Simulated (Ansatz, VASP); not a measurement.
# Two plane-wave programs on NbRu

INCAR

```
SYSTEM = NbRu
  PREC = Accurate
  ENCUT = 600
  EDIFF = 1E-6
  ISMEAR = 0
  SIGMA = 0.1
  LREAL = .FALSE.
  LASPH = .TRUE.
  NELM = 100
  ALGO = Normal
  ISIF = 3
  LWAVE = .FALSE.
  LCHARG = .FALSE.
  GGA = CA
  IBRION = 2
  NSW = 70
  EDIFFG = -0.005
```

Contents of KPOINTS:

```
regular mesh
0
G
  14 14 12
  0 0 0
```

The input POSCAR:

```
NbRu
1.0
    3.0591201475      0.0000000000      0.0000000000
    0.0000000000      3.0591201475      0.0000000000
    0.0000000000      0.0000000000      3.4166985084
Nb Ru
1 1
Direct
    0.0000000000      0.0000000000      0.0000000000
    0.5000000000      0.5000000000      0.5000000000
```

Input for Ansatz:

```yaml
crystal:
  lattice:
    - [3.0591201475, 0.0, 0.0]
    - [0.0, 3.0591201475, 0.0]
    - [0.0, 0.0, 3.4166985084]
  atoms:
    - { symbol: Nb, position: [0.0, 0.0, 0.0] }
    - { symbol: Ru, position: [0.5, 0.5, 0.5] }
basis:
  ecutwfc: 420
kpoints:
  mp_grid: { grid: [14, 14, 12] }
hamiltonian:
  xc: lda
scf:
  occupations: { method: gaussian, width: 0.1 }
output:
  forces: true
  stress: true
  eigenvalues: true
relax:
  adjacent_minimum: "off"
  f_tol: 0.005
  max_steps: 50
  cell: { stress_tol: 0.05 }
```

Alike in both runs: task relaxation of cell and atoms; functional LDA; k mesh 14 × 14 × 12; occupations gaussian, width 0.1 eV; no spin polarisation.

```csv
,VASP,Ansatz
version,VASP 6.6.1,Ansatz 0.2.0
potentials or method,"VASP PAW LDA potentials, release 64 (Nb_sv, Ru_pv)","scalar-relativistic, plane waves, PAW"
plane-wave cutoff (eV),600,420
valence electrons in the cell,27,29
```

VASP gave:

```
gap on the k mesh at the Fermi level, each at its own relaxed structure (eV) : none
relaxed volume (Å³/atom)                                                     : 15.20
relaxed cell length with the largest relative difference (Å)                 : 3.006
energy change over the relaxation (meV/atom)                                 : -31
```

Task: What did Ansatz give for the same quantities?

Result: gap on the k mesh at the Fermi level, each at its own relaxed structure (eV): none; relaxed volume (Å³/atom): 15.19; relaxed cell length with the largest relative difference (Å): 3.005; energy change over the relaxation (meV/atom): -32.

A gap of «none» marks a metal or a gap that the smearing closes. The two sets of potentials don't hold the same shells in valence.

LDA usually gives volumes a few per cent too small. Zero-point motion and thermal expansion aren't in these numbers.
